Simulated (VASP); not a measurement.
Input:

```
CELL_PARAMETERS angstrom
      3.58665     0.00000     0.00000
      0.00000     3.58665     0.00000
      0.00000     0.00000     3.58665
ATOMIC_POSITIONS crystal
  Y  0.50377 0.49953 0.50094
  Au 0.99623 0.00047 0.99906
```

Computed with PBEsol GGA, VASP's PBE PAW potentials (set 64) (plane waves; VASP 6.6.1). Numerical set-up: 300 eV cut-off, 7×7×7 Γ-centred mesh, Fermi-Dirac smearing of 0.10 eV, potentials Y_sv Au.

At this cut-off the stress carries a Pulay error, which pulls relaxed volumes low. Energy and stress use the plane-wave basis of the starting cell.

Problem. The ions, cell shape and volume are relaxed. What does this cell relax into?

Solution. 
```
CELL_PARAMETERS angstrom
      3.54426    -0.00022     0.00043
     -0.00022     3.54493    -0.00005
      0.00043    -0.00005     3.54490
ATOMIC_POSITIONS crystal
  Y  0.49993 0.50001 0.49998
  Au 0.00007 0.99999 0.00002
```
Space group Pm-3m (221), at a tolerance of 0.03 Å.

Problem. How do energy and volume change from the first to the last step?

Solution. The energy (σ→0) changes by -8.4 meV/atom and the volume by -3.5 %, in 10 ionic steps.

| step | E(σ→0) (eV) | max force (eV/Å) | pressure (GPa) | volume (Å³) |
|---|---|---|---|---|
| 1 | -12.4489 | 0.054 | -3.10 | 46.14 |
| 2 | -12.4528 | 0.066 | 3.09 | 43.22 |
| 3 | -12.4650 | 0.062 | 0.00 | 44.54 |
| 4 | -12.4650 | 0.062 | 0.07 | 44.51 |
| 5 | -12.4653 | 0.048 | 0.07 | 44.51 |
| 6 | -12.4658 | 0.007 | 0.09 | 44.50 |
| 7 | -12.4658 | 0.002 | 0.08 | 44.50 |
| 8 | -12.4658 | 0.001 | 0.09 | 44.50 |
| 9 | -12.4657 | 0.002 | -0.18 | 44.62 |
| 10 | -12.4658 | 0.001 | 0.01 | 44.54 |

The structure comes from a computed database's YAu entry; how it stands against other phases isn't given here. In the starting cell atoms are displaced from their ideal sites. This run relaxes it. The run is one of a series of settings (EDIFFG = -0.01, IBRION = 2, ISIF = 3, NSW = 50 against the base run), some of them coarse on purpose.
